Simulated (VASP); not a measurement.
Here is the system:

```yaml
crystal:
  lattice:
    - [3.78442, 0.00000, 0.00000]
    - [-1.89221, 3.27740, 0.00000]
    - [0.00000, 0.00000, 6.66520]
  atoms:
    - { symbol: Ge, position: [0.00000, 0.00000, 0.00000] }
    - { symbol: Ge, position: [0.00000, 0.00000, 0.50000] }
    - { symbol: S, position: [0.33333, 0.66667, 0.25000] }
    - { symbol: S, position: [0.66667, 0.33333, 0.75000] }
```

All values below come from PBE GGA, VASP's PBE PAW potentials (set 64) (plane waves; VASP 6.6.1). Settings: 400 eV cut-off, 10×10×5 Γ-centred mesh, tetrahedra with Blöchl corrections, potentials Ge_d S.

Tabulate the total density of states (states/eV per cell) against energy (eV; zero at the valence-band maximum or, without a gap, the Fermi level).

(E (eV), DOS (states/eV)): (-9.98, 0.00); (-9.78, 0.08); (-9.68, 0.22); (-9.48, 0.87); (-9.28, 1.99); (-9.09, 2.08); (-8.99, 1.87); (-8.79, 2.48); (-8.59, 2.94); (-8.49, 3.20); (-8.29, 2.13); (-8.09, 1.44); (-7.89, 1.08); (-7.79, 0.86); (-7.60, 0.66); (-7.40, 0.35); (-7.30, 0.28); (-7.10, 0.22); (-6.90, 0.18); (-6.80, 0.15); (-6.60, 0.12); (-6.41, 0.09); (-6.21, 0.09); (-6.11, 0.20); (-5.91, 0.63); (-5.71, 1.59); (-5.61, 2.03); (-5.41, 1.89); (-5.21, 2.59); (-5.01, 2.13); (-4.92, 1.98); (-4.72, 1.72); (-4.52, 2.06); (-4.42, 2.45); (-4.22, 3.26); (-4.02, 3.11); (-3.82, 2.75); (-3.73, 2.86); (-3.53, 3.64); (-3.33, 3.36); (-3.23, 3.15); (-3.03, 2.93); (-2.83, 3.11); (-2.73, 3.17); (-2.53, 2.62); (-2.33, 1.67); (-2.14, 1.16); (-2.04, 1.33); (-1.84, 1.49); (-1.64, 1.30); (-1.54, 1.43); (-1.34, 2.46); (-1.14, 2.03); (-0.94, 1.11); (-0.85, 0.68); (-0.65, 0.47); (-0.45, 0.35); (-0.35, 0.28); (-0.15, 0.11); (0.05, 0.32); (0.25, 0.58); (0.34, 0.85); (0.54, 1.48); (0.74, 1.80); (0.84, 2.08); (1.04, 2.74); (1.24, 2.30); (1.34, 2.51); (1.54, 2.08); (1.74, 2.80); (1.93, 2.95); (2.03, 2.36); (2.23, 3.33); (2.43, 3.69); (2.53, 2.27); (2.73, 2.54); (2.93, 3.23); (3.12, 3.54); (3.22, 2.20); (3.42, 0.98)
Within 2 eV below the Fermi level the largest weight inside VASP's projection spheres is S p, then Ge s.

The structure was generated: GeS was put into the NiAs type type (P6_3/mmc), which need not be its known phase. It was relaxed first, which changed the volume by +49 %.
